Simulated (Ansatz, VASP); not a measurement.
## Two plane-wave programs on Mg4C

```xyz
5
Lattice="3.2101 0.0000 0.0000 -1.6050 2.7800 0.0000 0.0000 0.0000 23.2148" Properties=species:S:1:pos:R:3 pbc="T T T"
Mg    1.6050    0.9267    4.0000
Mg    0.0000    1.8533    6.5690
Mg    1.6050    0.9267    9.1020
Mg    0.0000    1.8533   11.7148
C    -0.2675    2.3167   13.7817
```

Alike in both runs: functional PBE; k mesh 9 × 9 × 1; occupations gaussian, width 0.1 eV; no spin polarisation.

Ansatz relaxed the structure, and its values are those at the end. VASP's run is a single point on that final structure, the one shown.

|  | VASP | Ansatz |
| --- | --- | --- |
| version | VASP 6.6.1 | Ansatz 0.2.0 |
| potentials or method | VASP PAW PBE potentials, release 64 (Mg, C) | scalar-relativistic, plane waves, PAW |
| plane-wave cutoff (eV) | 520 | 420 |
| valence electrons in the cell | 12 | 44 |

|  | VASP | Ansatz | Ansatz less VASP |
| --- | --- | --- | --- |
| gap on the k mesh at the Fermi level (eV) | none | none | - |
| rms of the force components (eV/Å) | 0.178 | 0.178 | -0.0003 |
| work function, face that differs most (eV) | 3.53 | 3.71 | +0.177 |

A gap of «none» marks a metal or a gap that the smearing closes. The two sets of potentials don't hold the same shells in valence. Ansatz warned: «xc_potential_rough_in_thin_density».
